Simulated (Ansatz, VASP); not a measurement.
## HfF4 (HfF4 (C2/c)) in two plane-wave programs

One calculation is typed for both programs; each brings its own data sets. How far apart do they land? The structure shown is the start of the Ansatz relaxation below; VASP solves that cell, so the two are compared at the walk's first step.

Calculated with Ansatz 0.2.0; plane waves, with VASP 6.6.1 beside it; single point at PBEsol.

### 1. Set-up

Symmetry: C2/c, No. 15, monoclinic system. The conventional cell has a = 11.678 Å, b = 9.851 Å, c = 7.631 Å, α = 90.00°, β = 126.14°, γ = 90.00°. Nearest to Hf lie 8 F at 2.05 to 2.16 Å. Nearest to Hf lie 8 F at 2.04 to 2.12 Å. Nearest to F lie 2 Hf at 2.04 to 2.08 Å. Nearest to F lie 2 Hf at 2.08 to 2.16 Å. Nearest to F lie 2 Hf at 2.12 Å. Nearest to F lie 2 Hf at 2.05 to 2.07 Å. Farther neighbours and most contacts between anions are not listed.

### 2. Ansatz: relaxation, PBEsol

Ansatz runs on its default PAW (the set named soft_2) files.

The two programs are compared at the cell with which this relaxation starts, whose forces are those of its first step.

Contents of input.yaml:

```yaml
crystal:
  lattice:
    - [5.8388612, -4.9256247, 0.0]
    - [5.8388612, 4.9256247, 0.0]
    - [-4.5003578, 0.0, 6.1626035]
  atoms:
    - { symbol: Hf, position: [0.78587223, 0.21412777, 0.25] }
    - { symbol: Hf, position: [0.21412777, 0.78587223, 0.75] }
    - { symbol: Hf, position: [0.63424177, 0.77685535, 0.33352827] }
    - { symbol: Hf, position: [0.22314465, 0.36575823, 0.16647173] }
    - { symbol: Hf, position: [0.36575823, 0.22314465, 0.66647173] }
    - { symbol: Hf, position: [0.77685535, 0.63424177, 0.83352827] }
    - { symbol: F, position: [0.74193764, 0.68279756, 0.10664324] }
    - { symbol: F, position: [0.31720244, 0.25806236, 0.39335676] }
    - { symbol: F, position: [0.25806236, 0.31720244, 0.89335676] }
    - { symbol: F, position: [0.68279756, 0.74193764, 0.60664324] }
    - { symbol: F, position: [0.59852471, 0.18313963, 0.92467262] }
    - { symbol: F, position: [0.81686037, 0.40147529, 0.57532738] }
    - { symbol: F, position: [0.60669625, 0.39330375, 0.75] }
    - { symbol: F, position: [0.39330375, 0.60669625, 0.25] }
    - { symbol: F, position: [0.49792343, 0.73938819, 0.78308668] }
    - { symbol: F, position: [0.26061181, 0.50207657, 0.71691332] }
    - { symbol: F, position: [0.50207657, 0.26061181, 0.21691332] }
    - { symbol: F, position: [0.73938819, 0.49792343, 0.28308668] }
    - { symbol: F, position: [0.2763615, 0.96970536, 0.64960466] }
    - { symbol: F, position: [0.03029464, 0.7236385, 0.85039534] }
    - { symbol: F, position: [0.7236385, 0.03029464, 0.35039534] }
    - { symbol: F, position: [0.96970536, 0.2763615, 0.14960466] }
    - { symbol: F, position: [0.5, 0.0, 0.5] }
    - { symbol: F, position: [0.0, 0.5, 0.0] }
    - { symbol: F, position: [0.93686031, 0.82875857, 0.5443058] }
    - { symbol: F, position: [0.17124143, 0.06313969, 0.9556942] }
    - { symbol: F, position: [0.06313969, 0.17124143, 0.4556942] }
    - { symbol: F, position: [0.82875857, 0.93686031, 0.0443058] }
    - { symbol: F, position: [0.18313963, 0.59852471, 0.42467262] }
    - { symbol: F, position: [0.40147529, 0.81686037, 0.07532738] }
basis:
  ecutwfc: 420
  xc_grid: 2
hamiltonian:
  xc: pbesol
kpoints:
  mp_grid: { grid: [4, 4, 5] }
scf:
  occupations: { method: fermi_dirac, width: 0.01 }
  max_iter: 150
output:
  forces: true
  stress: true
relax:
  f_tol: 0.01
  max_steps: 60
  cell: {}
checkpoint:
  write: "../pbesol.run"
  compress: false
  write_wavefunctions: false
  write_every: 100000
```

Started as:

```
> ansatz run input.yaml --threads 4 --pin off --max-ram 5652MiB --backend cpu --events-out ev --progress --plain --runs-dir out
```

Numbers of over 12 decimals in the logs are rounded to 6 here.

What it wrote:

```text
Engine: ansatz 0.2.0, aarch64-unknown-linux-gnu
Pseudopotentials: kind: paw
Pseudopotential: Hf, paw, valence charge 26, recommended cutoff 420 eV (normal), Hf.paw.azcp
Pseudopotential: F, paw, valence charge 7, recommended cutoff 420 eV (normal), F.paw.azcp
Functional definition: PBEsol
  exchange = pbesol_x
  correlation = pbesol_c
Crystal: 30 atoms, lattice volume = 354.473 Å³
Basis set: ecut = 420 eV, 6971 PW (Γ), exchange–correlation on 108×108×108 points (8 copies of the dense FFT grid, shifted against one another)
Bands: 195, of which v1, the nominal top of the filled ones, is band 162 counted from 1 (161 counted from 0)
Symmetry: 4 space group operations
Space group: C2/c (ITA 15), of the structure as read, at distance tolerance 7.1e-5 Å
k-points: 27 of 80
Non-local potential: Hf, projectors of the file, l = 0: 3, l = 1: 2, l = 2: 2, l = 3: 3
Non-local potential: F, projectors of the file, l = 0: 2, l = 1: 2, l = 2: 1
PAW form: soft (Blöchl's): semilocal exchange-correlation on the pseudo side does not see the compensation charge
PAW frozen core: Hf, regenerated for the run's functional, and the local potential with it (the file was generated under x = pbe(κ = 0.804, μ = 0.219515), c = pbe(β = 0.066725))
PAW frozen core: F, regenerated for the run's functional, and the local potential with it (the file was generated under x = pbe(κ = 0.804, μ = 0.219515), c = pbe(β = 0.066725))
PAW one-centre angular grid: Hf, 590 points (default); XC on 64 Gauss nodes
PAW one-centre angular grid: F, 110 points (default); XC on 64 Gauss nodes
Initial density: superposition of atomic densities (neutral atoms: chi_scale 0, normalization atom), corrected by the library's trained network
Initial wavefunctions: pseudopotential atomic-orbital guess
Functional: x = pbesol(κ = 0.804, μ = 0.123457), c = pbesol(β = 0.046)
SCF iter   1: F=—  HF=-112844.300499 eV  |F-HF|=—  |Δ(HF+E_count)|=         —  Δρ=1.56e-2  dr2=5.19e-1  ethr=1.77e-3  ⟨swp⟩=6.0  Hψ=16546  notcnv=0  defer=592
preconditioner: auto → Resta (q_TF=auto, 2.688 Å⁻¹)  ε∞=4.4  [insulator: Δε(μ)=5.299 eV  Ē_g=18.776 eV  σ=0.010 eV  W_gap=1.00  n_scr=118 (ndim 8)  ℏωp=34.8 eV  f_vac=0.193  D(μ)=0.00/eV (n_scr^D=0)  ε∞_Penn≈4.4]
SCF iter   2: F=—  HF=-112844.154414 eV  |F-HF|=—  |Δ(HF+E_count)|=   1.46e-1  Δρ=2.03e-3  dr2=8.29e-3  ethr=1.60e-4  ⟨swp⟩=2.0  Hψ=9756  notcnv=0  defer=729
SCF iter   3: F=—  HF=-112844.155892 eV  |F-HF|=—  |Δ(HF+E_count)|=   1.48e-3  Δρ=1.08e-3  dr2=3.54e-3  ethr=2.56e-6  ⟨swp⟩=2.0  Hψ=7776  notcnv=0  defer=729
SCF iter   4: F=—  HF=-112844.157624 eV  |F-HF|=—  |Δ(HF+E_count)|=   1.73e-3  Δρ=5.11e-4  dr2=9.30e-4  ethr=1.09e-6  ⟨swp⟩=2.0  Hψ=7776  notcnv=0  defer=729
SCF iter   5: F=—  HF=-112844.157233 eV  |F-HF|=—  |Δ(HF+E_count)|=   3.91e-4  Δρ=1.37e-4  dr2=1.30e-4  ethr=2.87e-7  ⟨swp⟩=2.0  Hψ=8436  notcnv=0  defer=729
SCF iter   6: F=—  HF=-112844.157312 eV  |F-HF|=—  |Δ(HF+E_count)|=   7.86e-5  Δρ=8.58e-5  dr2=2.46e-5  ethr=4.00e-8  ⟨swp⟩=2.0  Hψ=8910  notcnv=0  defer=729
SCF iter   7: F=—  HF=-112844.157748 eV  |F-HF|=—  |Δ(HF+E_count)|=   4.36e-4  Δρ=2.84e-5  dr2=3.18e-6  ethr=7.61e-9  ⟨swp⟩=2.0  Hψ=8262  notcnv=0  defer=729
SCF iter   8: F=—  HF=-112844.157751 eV  |F-HF|=—  |Δ(HF+E_count)|=   2.96e-6  Δρ=9.84e-6  dr2=6.04e-7  ethr=9.82e-10  ⟨swp⟩=2.0  Hψ=8856  notcnv=0  defer=729
SCF iter   9: F=-112844.157752 eV  HF=-112844.157752 eV  |F-HF|=4.66e-8  |Δ(HF+E_count)|=   9.28e-7  Δρ=3.26e-6  dr2=3.69e-8  ethr=3.09e-11  ⟨swp⟩=3.0  Hψ=20755  notcnv=0
SCF 1 converged in 9 iterations: F = -112844.157752 eV  dr2 = 3.69e-8
  greatest PAW one-centre occupation: 0.999 electrons in one spin orbital (limit 2), on the Hf atom at site 4 (counted from 0), in its partial waves of l = 3
relax step   1: F+E_penalty+E_count = -112844.15775183 eV  Δ(F+E_penalty+E_count) = +0.000e0 eV  max|allowed force component| = 5.501e-2 eV/Å  Δτ_max = 0.0000 Å  P = +2.811 GPa  Ω = 354.473 Å³  (9 SCF iters, dr2 threshold 1.00e-7 eV, accepted)
[...]
relax step   6: F+E_penalty+E_count = -112844.20686262 eV  Δ(F+E_penalty+E_count) = +2.415e-3 eV  max|allowed force component| = 2.183e-3 eV/Å  Δτ_max = 0.0015 Å  P = +0.011 GPa  Ω = 360.461 Å³  energy of the carried Pulay correction = -2.781e-3 eV  (6 SCF iters, dr2 threshold 1.26e-7 eV, accepted)
[...]
relax step   7: F+E_penalty+E_count = -112844.20954546 eV  Δ(F+E_penalty+E_count) = -2.683e-3 eV  max|allowed force component| = 2.163e-3 eV/Å  Δτ_max = 0.0000 Å  P = +0.018 GPa  Ω = 360.461 Å³  stress off target by 2.50e-2 GPa  SCF on the basis re-selected at this cell (its energy is not comparable with the rows above)  (6 SCF iters)
basis re-selected at this cell: Δ(F+E_penalty+E_count) = -2.683e-3 eV, ΔP = +0.008 GPa vs the last step (what re-selecting the basis moved, of the pressure what is left beyond the Pulay correction that the steps carried, after the strain that the cell walked since its last selection, with what the two solves' SCF thresholds leave and, on support functions, any second-order correction that the steps lacked; it is no m [...]
SCF converged after 6 iterations
Free energy (F): -112844.209545 eV
Harris-Foulkes:  -112844.209545 eV  (|F-HF|=2.04e-10)
Internal energy: -112844.209545 eV  (E = F + TS)
E sigma→0 (E₀):  -112844.209545 eV
Fermi energy:    8.757117 eV
--- Per-component energies (eV) ---
  E_band       = -1882.382443
  E_kinetic    = 7442.166030
  E_local      = -54545.841925  (includes V_loc(G=0)·N_el)
  E_nonlocal   = -5649.806006
  E_hartree    = 23954.852585
  E_xc         = -3656.424039
  E_vxc        = -4008.389567  (∫ρ·V_xc dr)
  E_paw        = -45482.628408  (= ΣΔE_a)
  E_vpaw       = 6969.735399  (= ΣTr[D̂ρ^β])
  E_aug_tail   = 0.049043  (compensation charges beyond the density's cutoff)
  E_ewald      = -34915.101999
  E_core_change = 8.525173  (= ΣΔE_core)
  E_smearing   = -0.000000  (= −TS)
  E_closure    = -0.000000  (closes the sum)
  Σ components = -112844.209545   (vs F -112844.209545, Δ=0.00e0)
--- Forces (eV/Å), atoms counted from 1 ---
  atom   1  Hf     0.00000000     0.00033160     0.00000000
  atom   2  Hf     0.00000000    -0.00033160     0.00000000
  atom   3  Hf    -0.00122819     0.00216326    -0.00112869
  atom   4  Hf     0.00122819     0.00216326     0.00112869
  atom   5  Hf     0.00122819    -0.00216326     0.00112869
  atom   6  Hf    -0.00122819    -0.00216326    -0.00112869
  atom   7  F      0.00089979    -0.00028233    -0.00033708
  atom   8  F     -0.00089979    -0.00028233     0.00033708
  atom   9  F     -0.00089979     0.00028233     0.00033708
  atom  10  F      0.00089979     0.00028233    -0.00033708
  atom  11  F     -0.00002435     0.00077769    -0.00113693
  atom  12  F      0.00002435     0.00077769     0.00113693
  atom  13  F      0.00000000     0.00039291     0.00000000
  atom  14  F      0.00000000    -0.00039291     0.00000000
  atom  15  F     -0.00084900     0.00099907     0.00045264
  atom  16  F      0.00084900     0.00099907    -0.00045264
  atom  17  F      0.00084900    -0.00099907    -0.00045264
  atom  18  F     -0.00084900    -0.00099907     0.00045264
  atom  19  F      0.00006981     0.00035992     0.00000917
  atom  20  F     -0.00006981     0.00035992    -0.00000917
  atom  21  F     -0.00006981    -0.00035992    -0.00000917
  atom  22  F      0.00006981    -0.00035992     0.00000917
  atom  23  F      0.00000000     0.00000000     0.00000000
  atom  24  F      0.00000000     0.00000000    -0.00000000
  atom  25  F     -0.00003978    -0.00071594     0.00073768
  atom  26  F      0.00003978    -0.00071594    -0.00073768
  atom  27  F      0.00003978     0.00071594    -0.00073768
  atom  28  F     -0.00003978     0.00071594     0.00073768
  atom  29  F     -0.00002435    -0.00077769    -0.00113693
  atom  30  F      0.00002435    -0.00077769     0.00113693
  max |Σ_I F_I| component: 2.17e-19 eV/Å
--- Stress (GPa, compression-positive) ---
        0.018122       0.000000       0.004139
        0.000000       0.013882       0.000000
        0.004139       0.000000       0.022541
  P = ⅓ Tr σ = 0.0182 GPa (0.182 kbar)
--- Relaxed structure (5 steps of the walk, 5 accepted, 2 SCFs on fresh bases) ---
  F+E_penalty+E_count = -112844.20954546 eV   max|allowed force component| = 2.163e-3 eV/Å   (the final SCF, on the basis selected at the relaxed cell)
  cell:  # Å, volume = 360.4612 Å³
    - [5.871164, -4.948895, 0.00519296]
    - [5.871164, 4.948895, 0.00519296]
    - [-4.519775, 8.063945000435818e-18, 6.198920]
  atoms:
    - { symbol: Hf, position: [0.785889, 0.214111, 0.250000] }
    - { symbol: Hf, position: [0.214111, 0.785889, 0.750000] }
    - { symbol: Hf, position: [0.633975, 0.776309, 0.332840] }
    - { symbol: Hf, position: [0.223691, 0.366025, 0.167160] }
    - { symbol: Hf, position: [0.366025, 0.223691, 0.667160] }
    - { symbol: Hf, position: [0.776309, 0.633975, 0.832840] }
    - { symbol: F, position: [0.741502, 0.682387, 0.106105] }
    - { symbol: F, position: [0.317613, 0.258498, 0.393895] }
    - { symbol: F, position: [0.258498, 0.317613, 0.893895] }
    - { symbol: F, position: [0.682387, 0.741502, 0.606105] }
    - { symbol: F, position: [0.598749, 0.183846, 0.925045] }
    - { symbol: F, position: [0.816154, 0.401251, 0.574955] }
    - { symbol: F, position: [0.606590, 0.393410, 0.750000] }
    - { symbol: F, position: [0.393410, 0.606590, 0.250000] }
    - { symbol: F, position: [0.497755, 0.739267, 0.782845] }
    - { symbol: F, position: [0.260733, 0.502245, 0.717155] }
    - { symbol: F, position: [0.502245, 0.260733, 0.217155] }
    - { symbol: F, position: [0.739267, 0.497755, 0.282845] }
    - { symbol: F, position: [0.276527, 0.970226, 0.650267] }
    - { symbol: F, position: [0.029774, 0.723473, 0.849733] }
    - { symbol: F, position: [0.723473, 0.029774, 0.349733] }
    - { symbol: F, position: [0.970226, 0.276527, 0.150267] }
    - { symbol: F, position: [0.5, -2.7755575615628914e-17, 0.500000] }
    - { symbol: F, position: [1.417594340524797e-17, 0.5, 0.0] }
    - { symbol: F, position: [0.936722, 0.828392, 0.544075] }
    - { symbol: F, position: [0.171608, 0.063278, 0.955925] }
    - { symbol: F, position: [0.063278, 0.171608, 0.455925] }
    - { symbol: F, position: [0.828392, 0.936722, 0.044075] }
    - { symbol: F, position: [0.183846, 0.598749, 0.425045] }
    - { symbol: F, position: [0.401251, 0.816154, 0.074955] }
```

[end of part 1 of 2]

[Lines on the potential files, build, host, timing and source positions are cut from VASP's logs without a mark.]

[Logs are printed without paths, hosts, clocks, repeated set-up lines and the standing remarks that a program may print on its own settings, such as how far it seeks lower states.]

[Hosts, paths, dates, database ids (printed as entryN), source tags and the programs' standing remarks are cut or masked in the printed files.]
